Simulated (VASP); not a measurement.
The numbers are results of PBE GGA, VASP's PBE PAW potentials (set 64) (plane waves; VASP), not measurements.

Input for VASP

### POSCAR
```
P
1
    1.6475800000    -5.4644930000     0.0000000000
    1.6475800000     5.4644930000     0.0000000000
    0.0000000000     0.0000000000     4.5431860000
P
4
Direct
  0.4041400000   0.5958600000   0.9111800000
  0.5958600000   0.4041400000   0.0888200000
  0.0958600000   0.9041400000   0.4111800000
  0.9041400000   0.0958600000   0.5888200000
```

INCAR:
```
! general
SYSTEM = P
PREC   = Accurate
ENCUT  = 300
LREAL  = .False.
LASPH  = .True.

! electronic loop
EDIFF  = 1E-6
NELM   = 100
ALGO   = Normal

! smearing
ISMEAR = 0
SIGMA  = 0.136

! functional
GGA    = PE

! ions
ISIF   = 2

! output
LWAVE  = .False.
LCHARG = .False.
```

**KPOINTS**
```
Regular mesh
0
G
 2 2 2
```

POTCAR, in this order: P (PBE.64 set). Program: vasp_std.

The run wrote:

**OSZICAR**
```
       N       E                     dE             d eps       ncg     rms          rms(c)
DAV:   1     0.548916687168E+02    0.54892E+02   -0.63983E+03   168   0.777E+02
DAV:   2    -0.166469870452E+02   -0.71539E+02   -0.69294E+02   218   0.155E+02
DAV:   3    -0.204270314011E+02   -0.37800E+01   -0.37599E+01   228   0.381E+01
DAV:   4    -0.204799732675E+02   -0.52942E-01   -0.52830E-01   198   0.525E+00
DAV:   5    -0.204815954387E+02   -0.16222E-02   -0.16218E-02   236   0.780E-01    0.107E+01
DAV:   6    -0.203318557252E+02    0.14974E+00   -0.11044E-01   198   0.193E+00    0.632E+00
DAV:   7    -0.202754048090E+02    0.56451E-01   -0.16778E-01   186   0.249E+00    0.416E-01
DAV:   8    -0.202751209180E+02    0.28389E-03   -0.14228E-02   192   0.792E-01    0.167E-01
DAV:   9    -0.202751973390E+02   -0.76421E-04   -0.77142E-04   210   0.186E-01    0.753E-02
DAV:  10    -0.202752314618E+02   -0.34123E-04   -0.10505E-04   198   0.634E-02    0.291E-02
DAV:  11    -0.202752476748E+02   -0.16213E-04   -0.20097E-05   192   0.356E-02    0.751E-03
DAV:  12    -0.202752489059E+02   -0.12311E-05   -0.15029E-06   120   0.946E-03    0.210E-03
DAV:  13    -0.202752488983E+02    0.75888E-08   -0.25342E-07   102   0.415E-03
   1 F= -.20275249E+02 E0= -.20266595E+02  d E =-.173073E-01
```

File OUTCAR:
```
------------------------ aborting loop because EDIFF is reached ----------------------------------------
  FORCE on cell =-STRESS in cart. coord.  units (eV):
  Direction    XX          YY          ZZ          XY          YZ          ZX
  --------------------------------------------------------------------------------------
  Total        6.2801415     -0.9413268      0.0735622      0.0000000      0.0000000      0.0000000
  in kB      122.9966019    -18.4358907      1.4407160      0.0000000      0.0000000      0.0000000
  external PRESSURE =      35.3338091 kB  Pullay stress =       0.0000000 kB
  volume of cell :       81.81
      direct lattice vectors                 reciprocal lattice vectors
     1.647580000 -5.464493000  0.000000000     0.303475400 -0.091499797  0.000000000
     1.647580000  5.464493000  0.000000000     0.303475400  0.091499797  0.000000000
     0.000000000  0.000000000  4.543186000     0.000000000  0.000000000  0.220109852
 POSITION                                       TOTAL-FORCE (eV/Angst)
 -----------------------------------------------------------------------------------
      1.64758      1.04765      4.13966         0.000000     -0.378568      0.500279
      1.64758     -1.04765      0.40353         0.000000      0.378568     -0.500279
      1.64758      4.41684      1.86807         0.000000      0.378568      0.500279
      1.64758     -4.41684      2.67512         0.000000     -0.378568     -0.500279
 -----------------------------------------------------------------------------------
    total drift:                                0.000000     -0.000000     -0.000000
  FREE ENERGIE OF THE ION-ELECTRON SYSTEM (eV)
  ---------------------------------------------------
  free  energy   TOTEN  =       -20.2752488983 eV

  energy  without entropy=      -20.2579416444  energy(sigma->0) =      -20.26659527
```
(Selected blocks of OUTCAR.)

File OUTCAR:
```
 val. band max:        5.9246505827   @ k =   0.5000   0.5000   0.0000

 cond. band min:       6.0118907847   @ k =   0.5000   0.5000   0.0000


 Fermi energy:         5.9682706516

 k-point     1 :       0.0000    0.0000    0.0000
  band No.  band energies     occupation
      1      -9.8839      2.00000
      2      -7.1771      2.00000
      3      -3.8210      2.00000
      4      -0.8747      2.00000
      5       0.9509      2.00000
      6       1.0314      2.00000
      7       1.8601      2.00000
      8       3.1065      2.00000
      9       3.3309      2.00000
     10       4.6825      2.00000
     11       6.4524      0.00000
     12       6.9094      0.00000
     13       7.7817      0.00000
     14       8.7726      0.00000

 k-point     2 :       0.5000    0.0000    0.0000
  band No.  band energies     occupation
      1      -6.9666      2.00000
      2      -6.9666      2.00000
      3      -4.2823      2.00000
      4      -4.2823      2.00000
      5       0.3489      2.00000
      6       0.3489      2.00000
      7       2.5190      2.00000
      8       2.5190      2.00000
      9       3.2359      2.00000
     10       3.2359      2.00000
     11       6.5817      0.00000
     12       6.5817      0.00000
     13       7.3833      0.00000
     14       7.3833      0.00000

 k-point     3 :       0.5000    0.5000    0.0000
  band No.  band energies     occupation
      1      -9.7466      2.00000
      2      -7.4992      2.00000
      3      -3.7338      2.00000
      4      -0.1803      2.00000
      5       0.3263      2.00000
      6       0.3921      2.00000
      7       1.7620      2.00000
      8       3.4909      2.00000
      9       4.3110      2.00000
     10       5.9247      1.34988
     11       6.0119      0.65012
     12       6.6663      0.00000
     13       8.0027      0.00000
     14       8.6599      0.00000

 k-point     4 :       0.0000    0.0000    0.5000
  band No.  band energies     occupation
...
```

The structure comes from a computed database's P entry; how it stands against other phases isn't given here. The cell was not relaxed at this level. The k-mesh is coarse (spacing up to 1.00 per Å, 2π included), so the numbers may not be converged in it. The run is one of a series of settings (KPOINTS 2×2×2 Γ-centred mesh against the base run), some of them coarse on purpose.
